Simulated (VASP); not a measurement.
OSZICAR of a VASP run on KCl (relaxed from the rock salt structure, space group Fm-3m):

### OSZICAR
```
       N       E                     dE             d eps       ncg     rms          rms(c)
DAV:   1     0.923075669793E+02    0.92308E+02   -0.63130E+03   696   0.975E+02
DAV:   2    -0.192182421056E+01   -0.94229E+02   -0.87351E+02   924   0.250E+02
DAV:   3    -0.710956798500E+01   -0.51877E+01   -0.51650E+01   900   0.553E+01
DAV:   4    -0.726728725435E+01   -0.15772E+00   -0.15755E+00  1188   0.929E+00
DAV:   5    -0.726882649325E+01   -0.15392E-02   -0.15392E-02   896   0.848E-01    0.333E+00
DAV:   6    -0.702629549844E+01    0.24253E+00   -0.45532E-01   828   0.395E+00    0.273E+00
DAV:   7    -0.701275061482E+01    0.13545E-01   -0.10683E-01   904   0.207E+00    0.157E+00
DAV:   8    -0.702276785754E+01   -0.10017E-01   -0.18028E-02   976   0.114E+00    0.187E-01
DAV:   9    -0.702333507520E+01   -0.56722E-03   -0.99354E-04   920   0.210E-01    0.935E-02
DAV:  10    -0.702390658764E+01   -0.57151E-03   -0.51965E-04   800   0.181E-01    0.157E-02
DAV:  11    -0.702392274016E+01   -0.16153E-04   -0.19888E-05   912   0.358E-02    0.110E-02
DAV:  12    -0.702392617339E+01   -0.34332E-05   -0.77423E-06   848   0.190E-02    0.465E-03
DAV:  13    -0.702392613972E+01    0.33671E-07   -0.10025E-06   892   0.795E-03    0.185E-03
DAV:  14    -0.702392620417E+01   -0.64446E-07   -0.77334E-08   644   0.230E-03
   1 F= -.70239262E+01 E0= -.70239262E+01  d E =0.000000E+00
```

Which electronic solver shows in the log?

It is blocked Davidson (ALGO = Normal, or the opening steps of other solvers). The INCAR had ALGO = Normal.

Can the final energy be trusted as converged?

The calculation finished and met its thresholds. It stopped with EDIFF = 1E-7, NELM = 100 (PBEsol GGA, plane waves, VASP's PBE PAW potentials (set 64)).

The structure was generated: KCl was put into the rock salt type (Fm-3m), which need not be its known phase. It was relaxed first, which changed the volume by -15 %.
